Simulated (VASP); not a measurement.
# BTe (P-6m2) in VASP: reference runs

Aim: a first look at BTe with PBE, on the cell as given and on a disturbed one.

Program: VASP 6.6.1. These are calculated values, not measurements. Logs are shortened: lines on timing, memory, paths and dates and some standing lists are left out, and cuts for length are marked.

### Step 1. The structure

The structure is hexagonal, space group P-6m2 (No. 187). The conventional cell has a = 3.452 Å, b = 3.452 Å, c = 3.288 Å, α = 90.00°, β = 90.00°, γ = 120.00°. B (site symmetry -6m2) is surrounded by 6 Te at 2.58 Å. Around Te (site symmetry -6m2) lie 6 B at 2.58 Å.

The cell was built by a generator and needn't be a form met in nature.

### Step 2. Single point, PBE

Contents of INCAR:

```
SYSTEM = BTe
  PREC = Accurate
  ENCUT = 520
  EDIFF = 1E-7
  ISMEAR = -1
  SIGMA = 0.05
  LREAL = .False.
  LASPH = .True.
  NELM = 60
  ALGO = Normal
  ISIF = 2
  LWAVE = .False.
  LCHARG = .False.
  GGA = PE
  NBANDS = 12
```

Contents of KPOINTS:

```
regular mesh
0
Gamma
  9 9 8
  0 0 0
```

Contents of POSCAR:

```
BTe
1.0
    3.4520400000      0.0000000000      0.0000000000
   -1.7260200000      2.9895600000      0.0000000000
    0.0000000000      0.0000000000      3.2884500000
B Te
1 1
Direct
    0.0000000000      0.0000000000      0.5000000000
    0.6666700000      0.3333300000      0.0000000000
```

Potentials or basis: VASP PAW PBE potentials, release 64 (B, Te).

Started as:

```
$ cat potpaw_PBE.64/B/POTCAR potpaw_PBE.64/Te/POTCAR > POTCAR
$ mpirun -np 1 vasp_std > vasp.out
```

OUTCAR:

```text
SYSTEM = BTe
   PREC = Accurate
   ENCUT = 520
   EDIFF = 1E-7
   ISMEAR = -1
   LREAL = .False.
   LASPH = .True.
   NELM = 60
   ISIF = 2
   GGA = PE

 ion  position               nearest neighbor table
   1  0.000  0.000  0.500-   2 2.58   2 2.58   2 2.58   2 2.58   2 2.58   2 2.58
   2  0.667  0.333  0.000-   1 2.58   1 2.58   1 2.58   1 2.58   1 2.58   1 2.58

  LATTYP: Found a hexagonal cell.
 ALAT       =     3.4520400000
 C/A-ratio  =     0.9526106302

  Lattice vectors:

 A1 = (   3.4520400000,   0.0000000000,   0.0000000000)
 A2 = (  -1.7260200000,   2.9895600000,   0.0000000000)
 A3 = (   0.0000000000,   0.0000000000,   3.2884500000)

Analysis of symmetry for initial positions (statically):
=====================================================================
 Subroutine PRICEL returns:
 Original cell was already a primitive cell.

 Routine SETGRP: Setting up the symmetry group for a
 hexagonal supercell.

 Subroutine GETGRP returns: Found  4 space group operations
 (whereof  4 operations were pure point group operations)
 out of a pool of 24 trial point group operations.

The static configuration has the point symmetry C_2v.

Analysis of symmetry for dynamics (positions and initial velocities):
=====================================================================
 Subroutine PRICEL returns:
 Original cell was already a primitive cell.

 Routine SETGRP: Setting up the symmetry group for a
 hexagonal supercell.

 Subroutine GETGRP returns: Found  4 space group operations
 (whereof  4 operations were pure point group operations)
 out of a pool of 24 trial point group operations.

The dynamic configuration has the point symmetry C_2v.

 Subroutine INISYM returns: Found  4 space group operations
 (whereof  4 operations are pure point group operations),
 and found     1 'primitive' translations

----------------------------------------------------------------------------------------

                                     Primitive cell

  volume of cell :      33.9371

  direct lattice vectors                    reciprocal lattice vectors
     3.452040000  0.000000000  0.000000000     0.289683781  0.167248692  0.000000000
    -1.726020000  2.989560000  0.000000000     0.000000000  0.334497384  0.000000000
     0.000000000  0.000000000  3.288450000     0.000000000  0.000000000  0.304094634

  length of vectors
     3.452040000  3.452044906  3.288450000     0.334497860  0.334497384  0.304094634

  position of ions in fractional coordinates (direct lattice)
     0.000000000  0.000000000  0.500000000
     0.666670000  0.333330000  0.000000000

  ion indices of the primitive-cell ions
   primitive index   ion index
                 1           1
                 2           2

----------------------------------------------------------------------------------------

 KPOINTS: regular mesh

Automatic generation of k-mesh.
 Grid dimensions read from file:
 generate k-points for:    9    9    8

 Generating k-lattice:

  Cartesian coordinates                     Fractional coordinates (reciprocal lattice)
     0.032187087  0.018583188  0.000000000     0.111111111  0.000000000  0.000000000
     0.000000000  0.037166376  0.000000000     0.000000000  0.111111111  0.000000000
     0.000000000  0.000000000  0.038011829     0.000000000  0.000000000  0.125000000

  Length of vectors
     0.037166429  0.037166376  0.038011829

  Shift w.r.t. Gamma in fractional coordinates (k-lattice)
     0.000000000  0.000000000  0.000000000

 Subroutine IBZKPT returns following result:
 ===========================================

 Found    125 irreducible k-points:

 Following reciprocal coordinates:
            Coordinates               Weight
  0.000000  0.000000  0.000000      1.000000
  0.111111 -0.000000  0.000000      4.000000
 -0.111111  0.111111  0.000000      2.000000
  0.222222  0.000000  0.000000      4.000000
 -0.222222  0.222222  0.000000      2.000000
  0.333333 -0.000000  0.000000      4.000000
[... 16 lines left out ...]
 -0.222222 -0.444444  0.000000      4.000000
  0.444444  0.333333  0.000000      4.000000
 [... further k-points ...]
   k-points           NKPTS =    125   k-points in BZ     NKDIM =    125   number of bands    NBANDS=     12
   number of dos      NEDOS =    301   number of ions     NIONS =      2
   total plane-waves  NPLWV =  18816
   dimension x,y,z NGX =    28 NGY =   28 NGZ =   24
   dimension x,y,z NGXF=    56 NGYF=   56 NGZF=   48
   ions per type =               1   1
   NGX,Y,Z   is equivalent  to a cutoff of  13.48, 13.48, 12.13 a.u.
   NGXF,Y,Z  is equivalent  to a cutoff of  26.97, 26.97, 24.27 a.u.
 SYSTEM =  BTe
   PREC   = accura    normal or accurate (medium, high low for compatibility)
   ISTART =      0    job   : 0-new  1-cont  2-samecut
   ICHARG =      2    charge: 1-file 2-atom 10-const
   ISPIN  =      1    spin polarized calculation?
   LNONCOLLINEAR =      F non collinear calculations
   LSORBIT =      F    spin-orbit coupling
   LASPH  =      T    aspherical Exc in radial PAW
   ENCUT  =  520.0 eV  38.22 Ry    6.18 a.u.   6.42  6.42  6.11*2*pi/ulx,y,z
   NELM   =     60;   NELMIN=  2; NELMDL= -5     # of ELM steps
   EDIFF  = 0.1E-06   stopping-criterion for ELM
   LREAL  =      F    real-space projection
   EDIFFG = 0.1E-05   stopping-criterion for IOM
   NSW    =      0    number of steps for IOM
   IBRION =     -1    ionic relax: 0-MD 1-quasi-New 2-CG
   NFREE  =      0    steps in history (QN), initial steepest desc. (CG)
   ISIF   =      2    stress and relaxation
   ISYM   =      2    0-nonsym 1-usesym 2-fastsym
   POTIM  = 0.5000    time-step for ionic-motion
   TEBEG  =    0.0;   TEEND  =   0.0 temperature during run
   PSTRESS=    0.0 pullay stress
   NELECT =       9.0000    total number of electrons
   NUPDOWN=      -1.0000    fix difference up-down
   EMIN   =  10.00;   EMAX   =-10.00  energy-range for DOS
   EFERMI =   0.00;   METHOD = LEGACY
   ISMEAR =    -1;   SIGMA  =   0.05  broadening in eV -4-tet -1-fermi 0-gaus
   EFERMI_NEDOS =   21; number of points for ismear=-14 and -15
   IALGO  =     38    algorithm
   IMIX   =      4    mixing-type and parameters
     AMIX     =   0.40;   BMIX     =  1.00
     AMIX_MAG =   1.60;   BMIX_MAG =  1.00
  volume/ion in A,a.u.               =      16.97       114.51
  Fermi-wavevector in a.u.,A,eV,Ry     =   1.051794  1.987603 15.051739  1.106272
  Thomas-Fermi vector in A             =   2.186852
   LORBIT       =      0    0 simple, 1 ext, 2 COOP (PROOUT), +10 PAW based schemes
   GGA     = PE    functional components
   LHFCALC =     F    Hartree Fock is set to
   AEXX    =    0.0000 exact exchange contribution
   IVDW    =     0    specifies the selected vdW correction
   LEPSILON=     F    determine dielectric tensor
   LRPA    =     F    only Hartree local field effects (RPA)
 non-spin polarized calculation
  energy-cutoff  :      520.00
  volume of cell :       33.94
 maximum number of plane-waves:       936
 NGX is ok and might be reduce to    28
   NGX = 13   NGY = 13   NGZ = 13

 number of electron       9.0000000 magnetization

 Free energy of the ion-electron system (eV)
  ---------------------------------------------------
  ext. energy  EPLUGINS =         0.00000000
  ---------------------------------------------------
  free energy    TOTEN  =        -7.26384913 eV

  energy without entropy =       -7.25827972  energy(sigma->0) =       -7.26106443

 E-fermi :   8.7253     XC(G=0): -10.7710

 val. band max:        8.7208509559   @ k =   0.3333   0.3333   0.1250
 cond. band min:       8.7752387606   @ k =  -0.1111   0.1111   0.5000
 fundamental gap:      0.0543878047
 Fermi energy:         8.7253352636

 k-point     1 :       0.0000    0.0000    0.0000
  band No.  band energies     occupation
      1      -6.4887      2.00000
      2       6.1302      2.00000
      3       7.6298      2.00000
      4       7.7846      2.00000
      5       7.7847      2.00000
      6      11.8201      0.00000
      7      11.8203      0.00000
      8      13.2773      0.00000
      9      16.7089      0.00000
     10      16.7505      0.00000
     11      21.1675      0.00000
     12      21.1676      0.00000

 k-point     2 :       0.1111   -0.0000    0.0000
  band No.  band energies     occupation
      1      -6.3068      2.00000
      2       5.8559      2.00000
      3       6.3192      2.00000
      4       7.3302      2.00000
      5       8.5991      1.85167
      6      11.5444      0.00000
      7      12.4686      0.00000
      8      14.0876      0.00000
      9      16.0941      0.00000
     10      17.4640      0.00000
     11      20.9838      0.00000
     12      20.9858      0.00000

 k-point     3 :      -0.1111    0.1111    0.0000
  band No.  band energies     occupation
      1      -6.3068      2.00000
      2       5.8559      2.00000
      3       6.3192      2.00000
      4       7.3303      2.00000
      5       8.5991      1.85168
      6      11.5444      0.00000
      7      12.4685      0.00000
      8      14.0877      0.00000
      9      16.0941      0.00000
     10      17.4640      0.00000
     11      20.9837      0.00000
     12      20.9859      0.00000
[... 286 lines left out ...]
 k-point    23 :      -0.2222   -0.4444    0.0000
  band No.  band energies     occupation
      1      -3.7592      2.00000
      2       0.1441      2.00000
      3       2.9628      2.00000
      4       9.1922      0.00018
      5      11.1226      0.00000
      6      11.1804      0.00000
      7      12.6025      0.00000
      8      14.0352      0.00000
      9      16.0015      0.00000
     10      18.3172      0.00000
     11      18.6487      0.00000
     12      21.1287      0.00000

 k-point    24 :       0.4444    0.3333    0.0000
  band No.  band energies     occupation
      1      -3.7592      2.00000
      2       0.1441      2.00000
      3       2.9628      2.00000
      4       9.1923      0.00018
      5      11.1226      0.00000
      6      11.1803      0.00000
      7      12.6024      0.00000
      8      14.0352      0.00000
      9      16.0015      0.00000
     10      18.3172      0.00000
     11      18.6487      0.00000
     12      21.1287      0.00000

 [... further k-points ...]
[... 5 lines left out ...]
  --------------------------------------------------------------------------------------
  -------------------------------------------------------------------------------------
  Total        0.0071237      0.0071181     -0.2345493     -0.0000049      0.0000000      0.0000000
  in kB        0.3363122      0.3360459    -11.0731284     -0.0002317      0.0000000      0.0000000
  external PRESSURE =      -3.4669235 kB  Pullay stress =       0.0000000 kB

 VOLUME and BASIS-vectors are now :
 -----------------------------------------------------------------------------
  energy-cutoff  :      520.00
  volume of cell :       33.94
      direct lattice vectors                 reciprocal lattice vectors
     3.452040000  0.000000000  0.000000000     0.289683781  0.167248692  0.000000000
    -1.726020000  2.989560000  0.000000000     0.000000000  0.334497384  0.000000000
     0.000000000  0.000000000  3.288450000     0.000000000  0.000000000  0.304094634

 POSITION                                       TOTAL-FORCE (eV/Angst)
 -----------------------------------------------------------------------------------
      0.00000      0.00000      1.64423         0.000035     -0.000020      0.000000
      1.72604      0.99651      0.00000        -0.000035      0.000020      0.000000
 -----------------------------------------------------------------------------------
    total drift:                               -0.000015     -0.000026     -0.000000

  FREE ENERGIE OF THE ION-ELECTRON SYSTEM (eV)
  ---------------------------------------------------
  free  energy   TOTEN  =        -7.2638491305 eV

  energy  without entropy=       -7.2582797200  energy(sigma->0) =       -7.26106443
```

Run time: 54 s. Hardware: 1 thread of Intel Xeon Platinum 8375C at 2.90GHz (Ice Lake), shared host; peak memory 0.18 GiB.

Results:

- Free energy: -7.2638 eV
- Pressure: -0.3 GPa
- Band gap on the k mesh: none (metal or under the smearing width)

Stress tensor (GPa, compression positive):
```
 0.03  0.00  0.00
 0.00  0.03  0.00
 0.00  0.00 -1.11
```

Levels at points of the mesh, in eV from the Fermi level:
| k point | band 2 | band 3 | band 4 | band 5 | band 6 | band 7 |
| --- | --- | --- | --- | --- | --- | --- |
| (0.00, 0.00, 0.00) | -2.60 | -1.10 | -0.94 | -0.94 | 3.09 | 3.09 |
| (0.00, 0.00, 0.50) | -9.81 | 1.77 | 1.77 | 1.81 | 1.81 | 3.22 |

Spin-orbit coupling is left out, which matters for the levels of Te.

### Step 3. Single point, PBE (atoms moved at random, drawn with an rms of 0.05 Å)

Contents of INCAR:

```
SYSTEM = BTe
ALGO = Normal
EDIFF = 1E-7
ENCUT = 520
GGA = PE
ISIF = 2
ISMEAR = -1
LASPH = .TRUE.
LCHARG = .TRUE.
LELF = .TRUE.
LREAL = .FALSE.
LVHAR = .TRUE.
LWAVE = .FALSE.
NBANDS = 12
NELM = 100
PREC = Accurate
SIGMA = 0.05
```

Contents of KPOINTS:

```
k-points
0
G
  9 9 8
  0 0 0
```

Contents of POSCAR:

```
BTe
1.0
    3.4520400000      0.0000000000      0.0000000000
   -1.7260200000      2.9895600000      0.0000000000
    0.0000000000      0.0000000000      3.2884500000
B Te
1 1
Direct
   -0.0024640000      0.0014560000      0.5058620000
    0.6656410000      0.3433440000      0.0041530000
```

Potentials or basis: VASP PAW PBE potentials, release 64 (B, Te).

Started as:

```
$ cat potpaw_PBE.64/B/POTCAR potpaw_PBE.64/Te/POTCAR > POTCAR
$ mpirun -np 1 vasp_std > vasp.out
```

Wall time 2.5 min (1 thread of Intel Xeon Platinum 8375C at 2.90GHz (Ice Lake), shared host); peak memory 0.26 GiB.

Results (log left out):

* Free energy: -7.2631 eV
* Pressure: -0.3 GPa
* Largest force: 0.058 eV/Å
* Band gap on the k mesh: none (metal or under the smearing width)

Forces in eV/Å, atoms in the order of the input:
```
B   -0.021  0.052  0.014
Te   0.021 -0.052 -0.014
```

Stress tensor (GPa, compression positive):
```
 0.15 -0.04  0.01
-0.04 -0.01 -0.02
 0.01 -0.02 -1.08
```

Levels at points of the mesh, in eV from the Fermi level:
| k point | band 1 | band 2 | band 3 | band 4 | band 5 | band 6 | band 7 | band 8 | band 9 |
| --- | --- | --- | --- | --- | --- | --- | --- | --- | --- |
| (0.00, 0.00, 0.00) | -15.22 | -2.60 | -1.11 | -1.03 | -0.85 | 2.96 | 3.22 | 4.55 | 7.98 |
| (0.00, 0.00, 0.50) | -13.13 | -9.82 | 1.72 | 1.78 | 1.79 | 1.84 | 3.22 | 3.89 | 8.82 |

Spin-orbit coupling is left out, which matters for the levels of Te.
